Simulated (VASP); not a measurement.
# Sn: stress against strain

Sn (diamond, Fd-3m, 34.932 Å³/atom at rest, cube axes along x, y and z) under a strain ε along a cube axis (axis z), the other axes held. PBEsol in VASP (plane waves, PAW), 480 eV, 8×8×8 Γ-centred mesh, Methfessel-Paxton smearing 0.10 eV; ions are relaxed within the symmetry of each cell. Stress is positive for a compressed cell.

Here s stands for strain and y for stress zz.

| strain (%) | stress zz (GPa) |
|---|---|
| -1.50 | 0.94 |
| -1.00 | 0.60 |
| -0.50 | 0.28 |
| 0.00 | -0.04 |
| 0.50 | -0.34 |
| 1.00 | -0.62 |
| 1.50 | -0.90 |
| 3.00 | ? |

Using a straight line, estimate the missing y at s = 3.00 from the other rows, showing the fit.

Means: s 0, y -0.011. About the means, the sum of products is -4.2900 and the sum of squares of s is 7.0000; the slope is their ratio. Least squares gives y = -0.011 - 0.6129·s. Residuals (row less fit): 0.032, -0.002, -0.015, -0.029, -0.023, 0.004, 0.030; standard error 0.027 (degrees of freedom: 5). The slope gives the elastic constant C11 = 61 ± 1.0 GPa. At the withheld row, y = -0.011 - 0.6129 × 3.0 = -1.850 GPa. The calculation gives -1.68 GPa, 0.170 GPa above the prediction (6.5 % of the range of y in the table). The row lies outside the fitted rows, so this is an extrapolation. From the scatter of the fitted rows alone, a prediction at this place has a standard error of 0.041 GPa, so the miss is 4.1 times that.

One order more, fitted to all 13 runs of the series, follows each within 0.01, so the miss is the next term of a smooth law. This level leaves no gap over 0.05 eV at strain -1.50, -1.00, -0.50, 0.00, 0.50, 1.00, 1.50, 3.00, where the mesh may be coarse. Sn is here grey tin, stable below 13 °C. Rows are the converged runs of the series near zero and its far end; series whose fitted rows scatter by over a few per cent of the range, as at a crossing or softening among them, aren't shown in this form. Most that stay on the fit to the last digits aren't either.
